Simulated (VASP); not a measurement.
AlGa₃N₄ (space group P-43m): the band gap from VASP (plane waves, PAW) at several levels of theory. Gaps are without spin-orbit coupling. Each level names its cell: its own relaxed one, PBE's, or the starting one. A gap is the smallest over the k-mesh and a band path; hybrids may have named points in place of the path, and GW has the mesh alone.  mBJ is a potential without an energy functional, so only the levels count.

| level | band gap (eV) |
|---|---|
| PBEsol (own cell) | 2.31 |
| r2SCAN (own cell) | 2.79 |
| mBJ (TB09) (PBE cell) | 3.25 |

The cell of the PBEsol (own cell) run:

```
CELL_PARAMETERS angstrom
      4.46635     0.00000     0.00000
      0.00000     4.46635     0.00000
      0.00000     0.00000     4.46635
ATOMIC_POSITIONS crystal
  Al 0.00000 0.00000 0.00000
  Ga 0.50000 0.50000 0.00000
  Ga 0.00000 0.50000 0.50000
  Ga 0.50000 0.00000 0.50000
  N  0.75493 0.75493 0.24507
  N  0.75493 0.24507 0.75493
  N  0.24507 0.24507 0.24507
  N  0.24507 0.75493 0.75493
```

Only levels that ran to the end are used. Left out are those held back, those with too coarse a band path, GW runs whose mesh misses a band edge, hybrids' fits of cells that aren't cubic and levels without matching references; a question may draw on a part of the rest.

The structure comes from a computed database's AlGa3N4 entry (P-43m); how it stands against other phases isn't given here.
